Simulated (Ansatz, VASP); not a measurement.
## CuOs2 in VASP and in Ansatz

File INCAR:

```
SYSTEM = CuOs2
PREC = Accurate
ENCUT = 600
EDIFF = 1E-6
ISMEAR = 0
SIGMA = 0.1
LREAL = .False.
LASPH = .True.
NELM = 100
ALGO = Normal
ISIF = 3
LWAVE = .False.
LCHARG = .False.
GGA = PE
IBRION = 2
NSW = 90
EDIFFG = -0.04
```

Contents of KPOINTS:

```
regular mesh
0
Gamma
  6 6 6
  0 0 0
```

POSCAR

```
CuOs2
1.0
    0.0000000000      2.6613813400      2.6613813400
    2.6613813400      0.0000000000      2.6613813400
    2.6613813400      2.6613813400      0.0000000000
Cu Os
1 2
Direct
    0.0000000000      0.0000000000      0.0000000000
    0.2500000000      0.2500000000      0.2500000000
    0.7500000000      0.7500000000      0.7500000000
```

Input for Ansatz:

```yaml
crystal:
  lattice:
    - [0.0, 2.66138134, 2.66138134]
    - [2.66138134, 0.0, 2.66138134]
    - [2.66138134, 2.66138134, 0.0]
  atoms:
    - { symbol: Cu, position: [0.0, 0.0, 0.0] }
    - { symbol: Os, position: [0.25, 0.25, 0.25] }
    - { symbol: Os, position: [0.75, 0.75, 0.75] }
basis:
  ecutwfc: 420
kpoints:
  mp_grid: { grid: [6, 6, 6] }
hamiltonian:
  xc: pbe
scf:
  occupations: { method: gaussian, width: 0.1 }
  lower_state_search: "off"
output:
  forces: true
  stress: true
  eigenvalues: true
relax:
  adjacent_minimum: "off"
  f_tol: 0.04
  max_steps: 70
  cell: { stress_tol: 0.4 }
```

Change from the starting cell: species swapped into the HfO2 type (Fm-3m, No. 225).

Alike in both runs: task relaxation of cell and atoms; functional PBE; k mesh 6 × 6 × 6; occupations gaussian, width 0.1 eV; no spin polarisation.

|  | VASP | Ansatz |
| --- | --- | --- |
| version | VASP 6.6.1 | Ansatz 0.2.0 |
| potentials or method | VASP PAW PBE potentials, release 64 (Cu, Os) | scalar-relativistic, plane waves, PAW |
| plane-wave cutoff (eV) | 600 | 420 |
| valence electrons in the cell | 27 | 51 |

|  | VASP | Ansatz | Ansatz less VASP |
| --- | --- | --- | --- |
| gap on the k mesh at the Fermi level, each at its own relaxed structure (eV) | none | none | - |
| relaxed volume (Å³/atom) | 15.20 | 15.17 | -0.033 |
| relaxed cell length with the largest relative difference (Å) | 4.010 | 4.007 | -0.0029 |
| energy change over the relaxation (meV/atom) | -497 | -495 | +2.8 |

A gap of «none» marks a metal or a gap that the smearing closes. The two sets of potentials don't hold the same shells in valence.

Caveats: the volume moved by over 15 % at a fixed basis, so the end points are rough (VASP). Spin-orbit coupling is left out, which matters for the levels of Os.
